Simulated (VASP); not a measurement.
Crystal: AlGa3N2.

```
Al Ga N
1.0
     3.11459    0.00000    0.00000
    -1.55729    2.69731    0.00000
     0.00000    0.00000   10.45700
Al Ga N
1 3 2
Cartesian
  1.5573 0.8991 2.5720
  0.0000 1.7982 10.3740
  0.0000 0.0000 5.1950
  0.0000 1.7982 7.7230
  1.5573 0.8991 0.6500
  0.0000 0.0000 3.1530
```

The cell was built by a generator and needn't be a form met in nature.

- Program: VASP 6.6.1
- Task: relaxation of cell and atoms
- Functional: PBE
- Potentials or basis: VASP PAW PBE potentials, release 64 (Al, Ga_d, N)
- Cutoff: 520 eV
- k mesh: 12 × 12 × 4
- Occupations: gaussian, width 0.1 eV
- Spin: no spin polarisation

At the start: pressure -0.4 GPa; volume 14.64 Å³/atom.

How do energy, volume and symmetry change on relaxing?

Over 40 steps the energy falls by 67.7 meV/atom and the volume is 14.01 Å³/atom (-4.3 %); space group P3m1 (No. 156, to 0.05 Å).

The path:
```csv
step,energy change (eV),largest force (eV/Å),pressure (GPa),volume (Å³)
1,0.0000,0.3411,-0.36,87.85
2,-0.0207,0.4382,-0.16,87.42
3,-0.0727,0.8565,0.90,86.11
4,-0.0258,2.7779,4.55,83.33
5,-0.0941,1.4107,1.88,85.17
6,-0.0905,1.8108,2.73,84.55
7,-0.0956,1.5621,2.17,84.93
8,-0.0984,1.5720,2.20,84.90
9,-0.1056,1.5997,2.31,84.80
10,-0.1151,1.6594,2.50,84.60
11,-0.1266,1.8148,2.78,84.19
12,-0.1127,2.0937,3.94,83.33
13,-0.1333,1.9186,3.07,83.90
14,-0.1612,1.6841,2.75,84.01
15,-0.2239,1.0488,1.89,84.33
16,-0.2747,1.0073,0.36,84.97
17,-0.2758,1.0186,0.09,85.07
18,-0.2922,0.9483,-0.04,85.10
19,-0.3337,0.7235,-0.44,85.20
20,-0.3782,0.2519,-1.28,85.40
21,-0.3805,0.3118,-1.60,85.47
22,-0.3905,0.2443,-0.46,84.56
23,-0.3921,0.1963,0.31,83.94
24,-0.3921,0.2004,0.18,84.00
25,-0.3943,0.1318,0.19,84.03
26,-0.3976,0.1360,0.05,84.11
27,-0.3932,0.4557,-0.24,84.27
28,-0.3981,0.1877,-0.03,84.15
29,-0.3994,0.1874,-0.05,84.16
30,-0.4024,0.1864,-0.15,84.20
31,-0.4030,0.2672,-0.23,84.27
32,-0.4039,0.2001,-0.19,84.24
33,-0.4053,0.1228,-0.05,84.17
34,-0.4060,0.0651,0.04,84.11
35,-0.4061,0.0593,0.03,84.09
36,-0.4062,0.0429,-0.03,84.10
37,-0.4064,0.0248,-0.12,84.12
38,-0.4065,0.0124,0.05,84.05
39,-0.4065,0.0101,-0.02,84.04
40,-0.4065,0.0093,0.06,84.04
```

Final structure:
```cif
data_structure
_symmetry_space_group_name_H-M 'P 1'
_symmetry_Int_Tables_number 1
_cell_length_a 3.2190
_cell_length_b 3.2190
_cell_length_c 9.3646
_cell_angle_alpha 90.000
_cell_angle_beta 90.000
_cell_angle_gamma 120.000
_cell_volume 84.04
loop_
_atom_site_label
_atom_site_type_symbol
_atom_site_fract_x
_atom_site_fract_y
_atom_site_fract_z
_atom_site_occupancy
Al1 Al 0.66667 0.33333 0.25467 1
Ga1 Ga 0.33333 0.66667 0.97754 1
Ga2 Ga 0.00000 0.00000 0.52635 1
Ga3 Ga 0.33333 0.66667 0.71041 1
N1 N 0.66667 0.33333 0.05255 1
N2 N 0.00000 0.00000 0.31553 1
```
